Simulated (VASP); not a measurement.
Crystal: GaP.

```
CELL_PARAMETERS angstrom
0.00000 2.75254 2.75254
2.75254 0.00000 2.75254
2.75254 2.75254 0.00000
ATOMIC_POSITIONS crystal
Ga 0.00000 0.00000 0.00000
P 0.25000 0.25000 0.25000
```

- Program: VASP 6.6.1
- Task: relaxation of cell and atoms
- Functional: LDA
- Potentials or basis: VASP PAW LDA potentials, release 64 (Ga_d, P)
- Cutoff: 600 eV
- k mesh: 8 × 8 × 8
- Occupations: gaussian, width 0.02 eV
- Spin: no spin polarisation

At the start: pressure -4.9 GPa; volume 20.85 Å³/atom.

Problem. How do energy, volume and symmetry change on relaxing?

Solution. Over 6 steps the energy falls by 19.9 meV/atom and the volume is 19.61 Å³/atom (-6.0 %); space group F-43m (No. 216, to 0.05 Å).

The path:
| step | energy change (eV) | largest force (eV/Å) | pressure (GPa) | volume (Å³) |
| --- | --- | --- | --- | --- |
| 1 | 0.0000 | 0.0000 | -4.85 | 41.71 |
| 2 | -0.0287 | 0.0000 | 3.05 | 38.01 |
| 3 | -0.0398 | 0.0000 | -0.13 | 39.22 |
| 4 | -0.0398 | 0.0000 | 0.16 | 39.17 |
| 5 | -0.0398 | 0.0000 | -0.14 | 39.27 |
| 6 | -0.0398 | 0.0000 | 0.01 | 39.22 |

Final structure:
```cif
data_structure
_symmetry_space_group_name_H-M 'P 1'
_symmetry_Int_Tables_number 1
_cell_length_a 3.8135
_cell_length_b 3.8135
_cell_length_c 3.8135
_cell_angle_alpha 60.000
_cell_angle_beta 60.000
_cell_angle_gamma 60.000
_cell_volume 39.22
loop_
_atom_site_label
_atom_site_type_symbol
_atom_site_fract_x
_atom_site_fract_y
_atom_site_fract_z
_atom_site_occupancy
Ga1 Ga 0.00000 0.00000 0.00000 1
P1 P 0.25000 0.25000 0.25000 1
```
